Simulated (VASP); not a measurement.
Computed with PBE GGA, VASP's PBE PAW potentials (set 64) (plane waves; VASP).

VASP ran on this input.

File KPOINTS:
```
K-points
0
G
  6 6 3
0 0 0
```

**INCAR**
```
SYSTEM = MgI2
PREC = Accurate
ENCUT = 400
EDIFF = 1E-6
NELM = 100
ALGO = Normal
LREAL = .FALSE.
LASPH = .TRUE.
ISMEAR = 0
SIGMA = 0.05
GGA = PE
LMAXMIX = 4
LWAVE = .FALSE.
LCHARG = .FALSE.
IBRION = 2
ISIF = 3
NSW = 60
EDIFFG = -0.02
```

**POSCAR**
```
MgI2
1
    2.0971633690    -3.6323930684    -0.0000000000
    2.0971633690     3.6323930684    -0.0000000000
    0.0000000000     0.0000000000     7.5513015509
Mg I
1 2
Direct
  0.0000000000   0.0000000000   0.0000000000
  0.3333330000   0.6666670000   0.2218265439
  0.6666670000   0.3333330000   0.7781734561
```

POTCAR, in this order: Mg I (PBE.64 set). Program: vasp_std.

Output of the run:

### OSZICAR
```
       N       E                     dE             d eps       ncg     rms          rms(c)
DAV:   1     0.720532808826E+02    0.72053E+02   -0.50563E+03   408   0.833E+02
DAV:   2    -0.247187155975E+01   -0.74525E+02   -0.69666E+02   616   0.144E+02
DAV:   3    -0.780219757541E+01   -0.53303E+01   -0.53159E+01   516   0.447E+01
DAV:   4    -0.790222745682E+01   -0.10003E+00   -0.10002E+00   540   0.790E+00
DAV:   5    -0.790406836422E+01   -0.18409E-02   -0.18408E-02   520   0.106E+00    0.380E+00
DAV:   6    -0.776535406220E+01    0.13871E+00   -0.16336E-01   460   0.221E+00    0.265E+00
DAV:   7    -0.773884210164E+01    0.26512E-01   -0.15117E-01   448   0.217E+00    0.751E-01
DAV:   8    -0.773690316293E+01    0.19389E-02   -0.10631E-02   488   0.627E-01    0.243E-01
DAV:   9    -0.773704917801E+01   -0.14602E-03   -0.10642E-03   508   0.237E-01    0.965E-02
DAV:  10    -0.773703625332E+01    0.12925E-04   -0.32467E-05   500   0.486E-02    0.446E-02
DAV:  11    -0.773704066970E+01   -0.44164E-05   -0.17007E-05   476   0.313E-02    0.293E-02
DAV:  12    -0.773704147542E+01   -0.80573E-06   -0.92935E-07   388   0.698E-03
   1 F= -.77370415E+01 E0= -.77370415E+01  d E =-.773704E+01
       N       E                     dE             d eps       ncg     rms          rms(c)
DAV:   1    -0.773820663307E+01   -0.11660E-02   -0.17043E-02   456   0.666E-01    0.158E-01
DAV:   2    -0.773742884014E+01    0.77779E-03   -0.12616E-03   432   0.209E-01    0.666E-02
DAV:   3    -0.773724689793E+01    0.18194E-03   -0.56822E-04   444   0.118E-01    0.462E-02
DAV:   4    -0.773724414166E+01    0.27563E-05   -0.99228E-06   572   0.244E-02    0.439E-02
DAV:   5    -0.773723870818E+01    0.54335E-05   -0.13196E-05   472   0.208E-02    0.108E-02
DAV:   6    -0.773723835342E+01    0.35477E-06   -0.58316E-07   264   0.585E-03
   2 F= -.77372384E+01 E0= -.77372384E+01  d E =-.196878E-03
       N       E                     dE             d eps       ncg     rms          rms(c)
DAV:   1    -0.773733710827E+01   -0.98400E-04   -0.15478E-03   452   0.201E-01    0.478E-02
DAV:   2    -0.773726657262E+01    0.70536E-04   -0.11401E-04   428   0.626E-02    0.202E-02
DAV:   3    -0.773724946003E+01    0.17113E-04   -0.51785E-05   444   0.356E-02    0.139E-02
DAV:   4    -0.773724905570E+01    0.40434E-06   -0.73420E-07   312   0.742E-03
   3 F= -.77372491E+01 E0= -.77372491E+01  d E =-.207580E-03
       N       E                     dE             d eps       ncg     rms          rms(c)
DAV:   1    -0.773755196269E+01   -0.30250E-03   -0.60226E-03   452   0.396E-01    0.959E-02
DAV:   2    -0.773727103419E+01    0.28093E-03   -0.45269E-04   412   0.125E-01    0.407E-02
DAV:   3    -0.773720540638E+01    0.65628E-04   -0.20506E-04   424   0.708E-02    0.272E-02
DAV:   4    -0.773720420173E+01    0.12046E-05   -0.35957E-06   480   0.148E-02    0.254E-02
DAV:   5    -0.773720207973E+01    0.21220E-05   -0.57172E-06   464   0.135E-02    0.558E-03
DAV:   6    -0.773720191595E+01    0.16378E-06   -0.29278E-07   240   0.393E-03
   4 F= -.77372019E+01 E0= -.77372019E+01  d E =-.160441E-03
       N       E                     dE             d eps       ncg     rms          rms(c)
DAV:   1    -0.773749213150E+01   -0.29005E-03   -0.43466E-03   452   0.337E-01    0.799E-02
DAV:   2    -0.773729204547E+01    0.20009E-03   -0.32207E-04   412   0.106E-01    0.338E-02
DAV:   3    -0.773724779103E+01    0.44254E-04   -0.14480E-04   424   0.596E-02    0.231E-02
DAV:   4    -0.773724753240E+01    0.25863E-06   -0.23821E-06   432   0.125E-02
   5 F= -.77372475E+01 E0= -.77372475E+01  d E =-.206057E-03
       N       E                     dE             d eps       ncg     rms          rms(c)
DAV:   1    -0.773725187165E+01   -0.40806E-05   -0.57640E-05   460   0.398E-02    0.130E-02
DAV:   2    -0.773724849931E+01    0.33723E-05   -0.49924E-06   408   0.128E-02    0.608E-03
DAV:   3    -0.773724798600E+01    0.51330E-06   -0.25783E-06   344   0.798E-03
   6 F= -.77372480E+01 E0= -.77372480E+01  d E =-.206511E-03
       N       E                     dE             d eps       ncg     rms          rms(c)
DAV:   1    -0.773733510830E+01   -0.86609E-04   -0.38650E-03   428   0.363E-01    0.252E-02
DAV:   2    -0.773732633059E+01    0.87777E-05   -0.15602E-04   480   0.847E-02    0.156E-02
DAV:   3    -0.773731984637E+01    0.64842E-05   -0.10033E-05   484   0.194E-02    0.623E-03
DAV:   4    -0.773731850334E+01    0.13430E-05   -0.15512E-06   272   0.775E-03    0.414E-03
DAV:   5    -0.773731815513E+01    0.34821E-06   -0.74261E-07   228   0.614E-03
   7 F= -.77373182E+01 E0= -.77373182E+01  d E =-.701691E-04
       N       E                     dE             d eps       ncg     rms          rms(c)
DAV:   1    -0.773756398854E+01   -0.24549E-03   -0.34694E-02   432   0.109E+00    0.743E-02
DAV:   2    -0.773747548073E+01    0.88508E-04   -0.13933E-03   480   0.253E-01    0.439E-02
DAV:   3    -0.773741636881E+01    0.59112E-04   -0.92968E-05   480   0.586E-02    0.199E-02
DAV:   4    -0.773740550093E+01    0.10868E-04   -0.16860E-05   472   0.236E-02    0.176E-02
DAV:   5    -0.773740372864E+01    0.17723E-05   -0.32157E-06   448   0.120E-02    0.571E-03
DAV:   6    -0.773740379350E+01   -0.64867E-07   -0.31473E-07   232   0.414E-03
   8 F= -.77374038E+01 E0= -.77374038E+01  d E =-.155808E-03
```

### OUTCAR
```
------------------------ aborting loop because EDIFF is reached ----------------------------------------
  FORCE on cell =-STRESS in cart. coord.  units (eV):
  Direction    XX          YY          ZZ          XY          YZ          ZX
  --------------------------------------------------------------------------------------
  Total       -0.0212739     -0.0212739      0.0529837      0.0000000      0.0000000     -0.0000000
  in kB       -0.2940806     -0.2940806      0.7324230      0.0000000      0.0000000     -0.0000000
  external PRESSURE =       0.0480873 kB  Pullay stress =       0.0000000 kB
  volume of cell :      115.90
      direct lattice vectors                 reciprocal lattice vectors
     2.104139779 -3.644476560  0.000000000     0.237626799 -0.137193913 -0.000000000
     2.104139779  3.644476560 -0.000000000     0.237626799  0.137193913  0.000000000
     0.000000000 -0.000000000  7.557025734     0.000000000  0.000000000  0.132327193
 POSITION                                       TOTAL-FORCE (eV/Angst)
 -----------------------------------------------------------------------------------
      0.00000      0.00000      0.00000        -0.000000      0.000000      0.000000
      2.10414      1.21483      1.66980         0.000000     -0.000000     -0.004957
      2.10414     -1.21483      5.88722         0.000000     -0.000000      0.004957
 -----------------------------------------------------------------------------------
    total drift:                               -0.000000     -0.000000      0.000000
  FREE ENERGIE OF THE ION-ELECTRON SYSTEM (eV)
  ---------------------------------------------------
  free  energy   TOTEN  =        -7.7374037935 eV

  energy  without entropy=       -7.7374037935  energy(sigma->0) =       -7.73740379

 reached required accuracy - stopping structural energy minimisation
```
(Selected blocks of OUTCAR.)

CONTCAR:
```
MgI2
   1.00000000000000
     2.1041397787321032   -3.6444765601336613    0.0000000000000000
     2.1041397787321032    3.6444765601336613   -0.0000000000000000
     0.0000000000000000   -0.0000000000000000    7.5570257344629352
  Mg              I
     1     2
Direct
     0.0000000000000000    0.0000000000000000    0.0000000000000000
     0.3333330000000032    0.6666669999999968    0.2209605370311113
     0.6666669999999968    0.3333330000000032    0.7790394629688887
```

### OUTCAR
```
 val. band max:        1.1691181379   @ k =   0.0000   0.0000   0.0000

 cond. band min:       4.7784060128   @ k =   0.5000  -0.0000   0.3333


 Fermi energy:         1.3856802294

 k-point     1 :       0.0000    0.0000    0.0000
  band No.  band energies     occupation
      1     -10.5931      2.00000
      2     -10.0360      2.00000
      3      -1.8729      2.00000
      4       0.8709      2.00000
      5       0.8709      2.00000
      6       0.9825      2.00000
      7       1.1691      2.00000
      8       1.1691      2.00000
      9       4.8667      0.00000
     10       6.0568      0.00000
     11       7.8667      0.00000
     12       7.8667      0.00000

 k-point     2 :       0.1667    0.0000    0.0000
  band No.  band energies     occupation
      1     -10.4670      2.00000
      2      -9.9669      2.00000
      3      -1.7346      2.00000
      4      -0.0732      2.00000
      5       0.4086      2.00000
      6       0.5861      2.00000
      7       0.9813      2.00000
      8       1.1076      2.00000
      9       5.6585      0.00000
     10       6.6114      0.00000
     11       7.3777      0.00000
     12       8.2634      0.00000

 k-point     3 :       0.3333    0.0000    0.0000
  band No.  band energies     occupation
      1     -10.1711      2.00000
      2      -9.8404      2.00000
      3      -1.7760      2.00000
      4      -1.1732      2.00000
      5      -0.3809      2.00000
      6       0.1777      2.00000
      7       0.7881      2.00000
      8       0.8983      2.00000
      9       5.2583      0.00000
     10       6.6712      0.00000
     11       7.3479      0.00000
     12       8.4781      0.00000

 k-point     4 :       0.5000   -0.0000    0.0000
  band No.  band energies     occupation
      1      -9.9709      2.00000
      2      -9.8106      2.00000
      3      -2.1724      2.00000
      4      -1.4890      2.00000
      5      -0.2518      2.00000
      6       0.0095      2.00000
...
```

Without a dispersion term in the relaxation, distances and binding between the weakly bound layers, chains or molecules are unreliable, and so is what depends on them. Unless said otherwise, spin-orbit coupling is left out, though it shifts the bands of the heavy elements here.

The compound is MgI2 in the 1T layered structure. This run relaxes it. Symmetry was kept, so distortions that lower it aren't found. The start is the result of an earlier pass.
